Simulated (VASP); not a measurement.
YSe (relaxed from the zinc blende structure, space group F-43m): computed properties

All values below come from r2SCAN meta-GGA, VASP's PBE PAW potentials (set 64) (plane waves; VASP).

- space group = F-43m (216)
- cell = a = b = c = 6.3712 Å, α = β = γ = 90.00°
- volume per atom = 32.33 Å³/atom
- band gap (over mesh and band path) = none (metal, semimetal or under 0.01 eV)
- density = 4.31 g/cm³

```yaml
crystal:
  lattice:
    - [0.00000, 3.18558, 3.18558]
    - [3.18558, 0.00000, 3.18558]
    - [3.18558, 3.18558, 0.00000]
  atoms:
    - { symbol: Y, position: [0.00000, 0.00000, 0.00000] }
    - { symbol: Se, position: [0.25000, 0.25000, 0.25000] }
```

The structure was generated: YSe was put into the zinc blende type (F-43m), which need not be its known phase. It was relaxed first, which changed the volume by -30 %. Symmetry was kept, so distortions that lower it aren't found. The electron count is odd and the run is not spin-polarised, which forces a metal.
